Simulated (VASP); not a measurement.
# TiAl: structure and properties in VASP, part 2 of 4

Aim: relax TiAl, then compute properties on the relaxed cell. The start is a computed cell from the Materials Project.

VASP 6.6.1; r2SCAN; plane waves and PAW (Ti_sv, Al).

Still holding for the runs below: This run has no spin polarisation. Its electron count is odd, so without a moment it is a metal by construction. The k-mesh is coarse for a metal.

So far. Step 2 (Relaxing cell and atoms (r2SCAN)): It ends with forces that vanish by symmetry and a pressure of 0.02 GPa.

**3. Single point with fields (r2SCAN)**

The relaxed cell gets a fresh self-consistent run, on a basis set for its own volume, to fix the density and to check the remaining stress.

File INCAR:

```
SYSTEM = TiAl
PREC = Accurate
ENCUT = 400
EDIFF = 1E-06
NELM = 100
ISMEAR = 1
SIGMA = 0.2
LREAL = .FALSE.
ALGO = Normal
METAGGA = R2SCAN
LASPH = .TRUE.
NBANDS = 13
LORBIT = 11
LWAVE = .FALSE.
LCHARG = .TRUE.
ISIF = 2
LELF = .TRUE.
LVHAR = .TRUE.
```

File POSCAR:

```
TiAl
1.0
    3.1716237956      0.0000000000      0.0000000000
    0.0000000000      3.1716237956      0.0000000000
    0.0000000000      0.0000000000      3.1716237956
Ti Al
1 1
Direct
    0.0000000000      0.0000000000      0.0000000000
    0.5000000000      0.5000000000      0.5000000000
```

File KPOINTS:

```
Automatic mesh
0
Gamma
8 8 8
0 0 0
```

The projector-augmented-wave data sets are Ti_sv and Al (PBE family, release 64).

On the command line:

```
$ mpirun -np 2 vasp_std
```

The log of the run:

```text
[banner, memory and clock lines left out]
running    2 mpi-ranks, on    1 nodes
 distrk:  each k-point on    2 cores,    1 groups
 distr:  one band on    1 cores,    2 groups

 POSCAR found type information on POSCAR TiAl
 POSCAR found :  2 types and       2 ions
 [... a notice as in an earlier step ...]

 LDA part: xc-table for (None), standard interpolation
|                                                                             |
|           W    W    AA    RRRRR   N    N  II  N    N   GGGG   !!!           |
|           W    W   A  A   R    R  NN   N  II  NN   N  G    G  !!!           |
|           W    W  A    A  R    R  N N  N  II  N N  N  G       !!!           |
|           W WW W  AAAAAA  RRRRR   N  N N  II  N  N N  G  GGG   !            |
|           WW  WW  A    A  R   R   N   NN  II  N   NN  G    G                |
|           W    W  A    A  R    R  N    N  II  N    N   GGGG   !!!           |
|                                                                             |
|     The number of bands has been changed from the values supplied in        |
|     The orbitals not found in the WAVECAR file will be initialized with     |
|     random numbers, which is usually adequate. For correlated               |
|     calculations, however, you should redo the groundstate calculation.     |
|     I found NBANDS = 13. Now, NBANDS = 14.                                  |
|                                                                             |

 POSCAR, INCAR and KPOINTS ok, starting setup
 FFT: planning ... GRIDC
 FFT: planning ... GRID_SOFT
 FFT: planning ... GRID
 WAVECAR not read
 entering main loop
       N       E                     dE             d eps       ncg     rms          rms(c)
DAV:   1     0.813934084059E+02    0.81393E+02   -0.63554E+03   986   0.937E+02
DAV:   2    -0.198233546295E+02   -0.10122E+03   -0.97119E+02  1022   0.280E+02
DAV:   3    -0.248373103370E+02   -0.50140E+01   -0.49056E+01  1476   0.625E+01
DAV:   4    -0.249633924617E+02   -0.12608E+00   -0.12588E+00  1110   0.896E+00
DAV:   5    -0.249679294582E+02   -0.45370E-02   -0.45366E-02  1372   0.158E+00    0.114E+01
DAV:   6    -0.203010910155E+02    0.46668E+01   -0.68961E+00  1110   0.405E+01    0.311E+00
DAV:   7    -0.202879455261E+02    0.13145E-01   -0.28985E-01  1118   0.681E+00    0.177E+00
DAV:   8    -0.202989706061E+02   -0.11025E-01   -0.28182E-02  1214   0.180E+00    0.270E-01
DAV:   9    -0.202993649770E+02   -0.39437E-03   -0.42609E-03  1204   0.665E-01    0.161E-01
DAV:  10    -0.202994521768E+02   -0.87200E-04   -0.31388E-04  1136   0.188E-01    0.176E-02
DAV:  11    -0.202994470663E+02    0.51106E-05   -0.40556E-05  1198   0.802E-02    0.152E-02
DAV:  12    -0.202994486006E+02   -0.15343E-05   -0.33476E-06  1122   0.235E-02    0.218E-03
DAV:  13    -0.202994486586E+02   -0.57971E-07   -0.26593E-07   538   0.541E-03
   1 F= -.20299449E+02 E0= -.20297777E+02  d E =-.501532E-02
```

Wall time 11 s (2 MPI ranks of Intel Xeon 6975P-C (Granite Rapids), shared host); peak memory 0.24 GiB.

Parts of OUTCAR (step 3):

```text
  LATTYP: Found a simple cubic cell.
 ALAT       =     3.1716237956

The static configuration has the point symmetry O_h .

 Found     35 irreducible k-points:

   k-points           NKPTS =     35   k-points in BZ     NKDIM =     35   number of bands    NBANDS=     14

   ENCUT  =  400.0 eV  29.40 Ry    5.42 a.u.   5.17  5.17  5.17*2*pi/ulx,y,z

   NELECT =      15.0000    total number of electrons

 E-fermi :   8.9040

 k-point     1 :       0.0000    0.0000    0.0000
  band No.  band energies     occupation
    ...
      3     -25.5179      2.00000
      4     -25.5179      2.00000
      5      -0.9768      2.00000
      6       7.2666      2.00000
      7       7.2666      2.00000
      8      10.9664     -0.00000
      9      10.9664     -0.00000
     10      10.9664     -0.00000
     11      13.5658      0.00000
     12      13.5658      0.00000
    ...

 k-point     2 :       0.1250    0.0000    0.0000
  band No.  band energies     occupation
    ...
      3     -25.5155      2.00000
      4     -25.5155      2.00000
      5      -0.7141      2.00000
      6       7.0990      2.00000
      7       7.3870      2.00000
      8      10.5487     -0.00000
      9      10.5487     -0.00000
     10      10.9969     -0.00000
     11      12.6665     -0.00000
     12      14.1752      0.00000
    ...

  Total        0.0003325      0.0003325      0.0003325      0.0000000     -0.0000000      0.0000000
  in kB        0.0166997      0.0166997      0.0166997      0.0000000     -0.0000000      0.0000000
  external PRESSURE =       0.0166997 kB  Pullay stress =       0.0000000 kB

  energy-cutoff  :      400.00
  volume of cell :       31.90
      direct lattice vectors                 reciprocal lattice vectors
     3.171623796  0.000000000  0.000000000     0.315295907  0.000000000  0.000000000
     0.000000000  3.171623796  0.000000000     0.000000000  0.315295907  0.000000000
     0.000000000  0.000000000  3.171623796     0.000000000  0.000000000  0.315295907

 POSITION                                       TOTAL-FORCE (eV/Angst)
 -----------------------------------------------------------------------------------
      0.00000      0.00000      0.00000         0.000000      0.000000      0.000000
      1.58581      1.58581      1.58581         0.000000      0.000000      0.000000
 -----------------------------------------------------------------------------------
    total drift:                                0.000000      0.000000      0.000000

  FREE ENERGIE OF THE ION-ELECTRON SYSTEM (eV)
  ---------------------------------------------------
  free  energy   TOTEN  =       -20.2994486586 eV

  energy  without entropy=      -20.2944333406  energy(sigma->0) =      -20.29777689

 total charge
# of ion       s       p       d       tot
------------------------------------------
    1        2.188   6.133   1.928  10.249
    2        0.422   0.420   0.000   0.842
--------------------------------------------------
tot          2.610   6.553   1.928  11.091

[... 4 parts as in an earlier step ...]

[... 5 further parts left out ...]
```

This step gave:

- SCF cycles: 13
- bands: 14
- pressure: 0.001670 GPa

Valence electrons inside each PAW sphere by angular momentum. Sphere charges, by row:

```csv
atom,s (e),p (e),d (e),tot (e)
Ti1,2.188,6.133,1.928,10.25
Al2,0.422,0.42,0,0.842
```

Electrostatic potential energy in the ac plane at fractional y = 0.000, with atoms of Ti within 0.2 Å of it. With pseudopotentials it is smooth inside the atoms' cores, unlike the true potential.

Ten even steps from '_' (-65 eV) to '@' (2 eV):
```
______--++%%@@@@@@@@@@%%++--____
____::==**%%@@@@@@@@@@%%**==::__
::--==**%%@@@@@@@@@@@@@@%%**==--
++++**%%@@@@@@@@@@@@@@@@@@%%**++
%%%%%%@@@@@@@@@@@@@@@@@@@@@@%%%%
@@@@@@@@@@@@@@@@@@@@@@@@@@@@@@@@
@@@@@@@@@@@@@@@@@@@@@@@@@@@@@@@@
@@@@@@@@@@@@@@@@@@@@@@@@@@@@@@@@
@@@@@@@@@@@@@@@@@@@@@@@@@@@@@@@@
@@@@@@@@@@@@@@@@@@@@@@@@@@@@@@@@
%%%%%%@@@@@@@@@@@@@@@@@@@@@@%%%%
++++**%%@@@@@@@@@@@@@@@@@@%%**++
::--==**%%@@@@@@@@@@@@@@%%**==--
____::==**%%@@@@@@@@@@%%**==::__
______--++%%@@@@@@@@@@%%++--____
______::++%%@@@@@@@@@@%%++::____
```
Columns run along a (3.2 Å; values clipped at the 3rd and 97th percentile), rows up along c (3.2 Å). Atoms in or near the plane, at fractional coordinates: Ti at (0.00, 0.00).

Valence density in the ac plane at fractional y = 0.000, with atoms of Ti within 0.2 Å of it. It is the smooth field of the valence electrons, not physical close to the nuclei.

Ten steps, logarithmic in the rise over the least value, from '0' (0 e/Å³) to '9' (15 e/Å³):
```
9986410000014689
8875210000012578
6653100000001356
4421000000000124
2110000000000011
0000000000000000
0000000000000000
0000000000000000
0000000000000000
0000000000000000
2110000000000011
4421000000000124
6653100000001356
8875210000012578
9986410000014689
9986420000024689
```
Columns run along a (3.2 Å), rows up along c (3.2 Å). Atoms in or near the plane, at fractional coordinates: Ti at (0.00, 0.00).

ELF in the ac plane at fractional y = 0.000, with atoms of Ti within 0.2 Å of it. It is the smooth field of the valence electrons, not physical close to the nuclei.

Ten even steps from '_' (0.10) to '@' (0.97):
```
@@@@##==::....--==--....::==##@@
%%##++--..__..--==--..__..--++##
++==--..____..======..____..--==
--::..______--==++==--______..::
....______::==++++++==::______..
........--==++******++==--......
------====++**********++====----
========++++****##****++++======
------====++**********++====----
........--==++******++==--......
....______::==++++++==::______..
--::..______--==++==--______..::
++==--..____..======..____..--==
%%##++--..__..--==--..__..--++##
@@@@##==::....--==--....::==##@@
@@@@%%++--....--==--....--++%%@@
```
Columns run along a (3.2 Å), rows up along c (3.2 Å). Atoms in or near the plane, at fractional coordinates: Ti at (0.00, 0.00).

In this run the pressure is 0.00 GPa, small enough to go on.

**4. Band structure (r2SCAN)**

Levels along the symmetry lines show where the bands peak and cross; KPOINTS_OPT computes them in the converged potential.

File INCAR:

```
SYSTEM = TiAl
PREC = Accurate
ENCUT = 400
EDIFF = 1E-06
NELM = 100
ISMEAR = 1
SIGMA = 0.2
LREAL = .FALSE.
ALGO = Normal
METAGGA = R2SCAN
LASPH = .TRUE.
NBANDS = 19
LORBIT = 11
LWAVE = .FALSE.
LCHARG = .FALSE.
KPAR = 2
```

POSCAR is that of step 3.

KPOINTS is that of step 3.

File KPOINTS_OPT:

```
Line mode
16
Line-mode
Reciprocal
  0.00000000   0.00000000   0.00000000 GAMMA
  0.00000000   0.50000000   0.00000000 X

  0.00000000   0.50000000   0.00000000 X
  0.50000000   0.50000000   0.00000000 M

  0.50000000   0.50000000   0.00000000 M
  0.00000000   0.00000000   0.00000000 GAMMA

  0.00000000   0.00000000   0.00000000 GAMMA
  0.50000000   0.50000000   0.50000000 R

  0.50000000   0.50000000   0.50000000 R
  0.00000000   0.50000000   0.00000000 X

  0.50000000   0.50000000   0.00000000 M
  0.50000000   0.50000000   0.50000000 R
```

On the command line:

```
$ mpirun -np 2 vasp_std
```

The log of the run:

```text
[banner, memory and clock lines left out]
running    2 mpi-ranks, on    1 nodes
 distrk:  each k-point on    1 cores,    2 groups
 distr:  one band on    1 cores,    1 groups

 POSCAR found type information on POSCAR TiAl
 POSCAR found :  2 types and       2 ions
 [... a notice as in an earlier step ...]

 LDA part: xc-table for (None), standard interpolation
 POSCAR, INCAR and KPOINTS ok, starting setup
 FFT: planning ... GRIDC
 FFT: planning ... GRID_SOFT
 FFT: planning ... GRID
 WAVECAR not read
 entering main loop
       N       E                     dE             d eps       ncg     rms          rms(c)
DAV:   1     0.941766932128E+02    0.94177E+02   -0.58117E+03  1338   0.693E+02
DAV:   2    -0.189640357276E+02   -0.11314E+03   -0.10726E+03  1368   0.226E+02
DAV:   3    -0.247849613564E+02   -0.58209E+01   -0.56599E+01  1650   0.525E+01
DAV:   4    -0.249620188559E+02   -0.17706E+00   -0.17638E+00  1581   0.857E+00
DAV:   5    -0.249678334302E+02   -0.58146E-02   -0.58133E-02  1579   0.153E+00    0.114E+01
DAV:   6    -0.203049824847E+02    0.46629E+01   -0.49290E+00  1482   0.298E+01    0.301E+00
DAV:   7    -0.202880217369E+02    0.16961E-01   -0.20562E-01  1531   0.482E+00    0.179E+00
DAV:   8    -0.202994457219E+02   -0.11424E-01   -0.26178E-02  1721   0.144E+00    0.309E-01
DAV:   9    -0.202993538203E+02    0.91902E-04   -0.41101E-03  1528   0.601E-01    0.150E-01
DAV:  10    -0.202994400524E+02   -0.86232E-04   -0.18196E-04  1650   0.107E-01    0.348E-02
DAV:  11    -0.202994473644E+02   -0.73121E-05   -0.21716E-05  1553   0.281E-02    0.716E-03
DAV:  12    -0.202994484600E+02   -0.10956E-05   -0.68063E-07  1344   0.586E-03    0.197E-03
DAV:  13    -0.202994487818E+02   -0.32179E-06   -0.23339E-07   810   0.468E-03
   1 F= -.20299449E+02 E0= -.20297777E+02  d E =-.501509E-02
 Start KPOINTS_OPT (optional k-point list driver)
k-point batch [1-35\96]
       N       E                     dE             ncg
DAV:   1    -0.357405075887E+04   -0.15920E+05     1338
DAV:   2    -0.749843122919E+04   -0.39244E+04     1364
DAV:   3    -0.770185415602E+04   -0.20342E+03     1691
DAV:   4    -0.770687863187E+04   -0.50245E+01     1580
DAV:   5    -0.770702081409E+04   -0.14218E+00     1561
DAV:   6    -0.770702517738E+04   -0.43633E-02     1572
DAV:   7    -0.770702534603E+04   -0.16865E-03     1629
DAV:   8    -0.770702535310E+04   -0.70721E-05     1351
DAV:   9    -0.770702535341E+04   -0.30575E-06      976
[...]
k-point batch [71-96\96]
       N       E                     dE             ncg
DAV:   1     0.276370923487E+04   -0.16716E+05      996
DAV:   2    -0.110842466464E+02   -0.27748E+04     1006
DAV:   3    -0.148619724597E+03   -0.13754E+03     1242
DAV:   4    -0.151440262435E+03   -0.28205E+01     1145
DAV:   5    -0.151507281540E+03   -0.67019E-01     1099
DAV:   6    -0.151509029413E+03   -0.17479E-02     1143
DAV:   7    -0.151509090470E+03   -0.61057E-04     1146
DAV:   8    -0.151509092630E+03   -0.21594E-05      911
DAV:   9    -0.151509092740E+03   -0.11019E-06      679
```

The job ended after 25 s (2 MPI ranks; peak memory 0.28 GiB; 41 s of CPU time).

From OUTCAR (step 4):

```text
The static configuration has the point symmetry O_h .

 Found     35 irreducible k-points:

   k-points           NKPTS =     35   k-points in BZ     NKDIM =     35   number of bands    NBANDS=     19

   NELECT =      15.0000    total number of electrons

 E-fermi :   8.9040

 k-point     1 :       0.0000    0.0000    0.0000
  band No.  band energies     occupation
    ...
      3     -25.5178      2.00000
      4     -25.5178      2.00000
      5      -0.9768      2.00000
      6       7.2666      2.00000
      7       7.2666      2.00000
      8      10.9664     -0.00000
      9      10.9664     -0.00000
     10      10.9664     -0.00000
     11      13.5658      0.00000
     12      13.5658      0.00000
    ...

 k-point     2 :       0.1250    0.0000    0.0000
  band No.  band energies     occupation
    ...
      3     -25.5154      2.00000
      4     -25.5154      2.00000
      5      -0.7142      2.00000
      6       7.0990      2.00000
      7       7.3870      2.00000
      8      10.5488     -0.00000
      9      10.5488     -0.00000
     10      10.9970     -0.00000
     11      12.6665     -0.00000
     12      14.1752      0.00000
    ...

  Total       -0.0002125     -0.0002125     -0.0002125      0.0000000     -0.0000000      0.0000000
  in kB       -0.0106691     -0.0106691     -0.0106691      0.0000000     -0.0000000      0.0000000
  external PRESSURE =      -0.0106691 kB  Pullay stress =       0.0000000 kB

  FREE ENERGIE OF THE ION-ELECTRON SYSTEM (eV)
  ---------------------------------------------------
  free  energy   TOTEN  =       -20.2994487818 eV

  energy  without entropy=      -20.2944336877  energy(sigma->0) =      -20.29777708

[... 9 parts as in an earlier step ...]

[... 5 further parts left out ...]
```

This step gave:

- bands: 19
- pressure: -0.001067 GPa

The electronic bands at the labelled points (eV, zero at the Fermi level; # counts the bands kept, so #1 is VASP's band 5):

```csv
point,#1,#2,#3,#4,#5,#6,#7
Γ,-9.88,-1.64,-1.64,2.06,2.06,2.06,4.66
0.53 of the way,-8.72,-2.81,-1.15,0.88,0.88,2.18,2.87
X,-6.45,-5.61,-0.66,0.29,0.29,2.28,3.13
0.53 of the way,-5.91,-4.43,-1.18,-0.51,0.60,1.42,3.00
M,-5.25,-2.41,-2.41,-1.63,0.88,0.88,2.85
0.47 of the way,-7.67,-2.25,-2.08,0.05,0.97,1.39,3.19
Γ,-9.88,-1.64,-1.64,2.06,2.06,2.06,4.66
0.53 of the way,-6.74,-2.04,-2.04,-0.14,0.56,0.56,4.67
R,-3.29,-3.29,-3.29,0.97,2.89,2.89,2.89
0.53 of the way,-5.54,-3.97,-1.72,0.04,0.72,1.07,3.19
X,-6.45,-5.61,-0.66,0.29,0.29,2.28,3.13
jump to M,-5.25,-2.41,-2.41,-1.63,0.88,0.88,2.85
0.47 of the way,-4.59,-2.85,-2.85,-0.41,1.67,1.67,2.88
R,-3.29,-3.29,-3.29,0.97,2.89,2.89,2.89
```

Of the projections kept (Ti, Al), the largest for each band there; the rest of the weight can lie on other orbitals:

```csv
point,#1,#2,#3,#4,#5,#6,#7
Γ,Al 0.62,Ti 1.00,Ti 1.00,Ti 1.00,Ti 1.00,Ti 1.00,Al 0.70
X,Al 0.74,Ti 0.67,Ti 1.00,Ti 0.92,Ti 0.92,Ti 1.00,Ti 0.98
M,Ti 0.51,Al 0.57,Al 0.57,Ti 1.00,Ti 1.00,Ti 1.00,Ti 1.00
Γ,Al 0.62,Ti 1.00,Ti 1.00,Ti 1.00,Ti 1.00,Ti 1.00,Al 0.70
R,Ti 0.75,Ti 0.75,Ti 0.75,Al 1.00,Ti 1.00,Ti 1.00,Ti 1.00
X,Al 0.74,Ti 0.67,Ti 1.00,Ti 0.92,Ti 0.92,Ti 1.00,Ti 0.98
```

There is no gap at this level.

Of the bands kept, 1 crosses the Fermi level on this path.

(Continued in part 3 of 4.)

[Lines on the potential files, build, host, timing and source positions are cut from VASP's logs without a mark.]

[Logs are printed without paths, hosts, clocks, repeated set-up lines and the standing remarks that a program may print on its own settings, such as how far it seeks lower states.]

[Hosts, paths, dates, database ids (printed as entryN), source tags and the programs' standing remarks are cut or masked in the printed files.]

[A measured line is paired with the nearest computed mode of its activity, which favours agreement.]
